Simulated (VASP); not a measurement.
MgO:

```xyz
2
Lattice="0.0000 2.1225 2.1225 2.1225 0.0000 2.1225 2.1225 2.1225 0.0000" Properties=species:S:1:pos:R:3 pbc="T T T"
Mg    0.0000    0.0000    0.0000
O     2.1225    2.1225    2.1225
```

Base run:

```yaml
Program: VASP 6.6.1
Functional: HSE06
Potentials_or_basis: VASP PAW PBE potentials, release 64 (Mg, O)
Cutoff: 520 eV
k_mesh: 8 × 8 × 8
Occupations: gaussian, width 0.03 eV
Spin: no spin polarisation
```

Its results: band gap on the k mesh 6.21 eV, direct; pressure -5.2 GPa.

The run is repeated on the same cell with these changes: functional from HSE06 to PBE0. What comes out?

Band gap on the k mesh 6.93 eV, direct; pressure -5.2 GPa.

Caveats: the PAW data sets were made with another functional, which shifts forces and pressure a little.
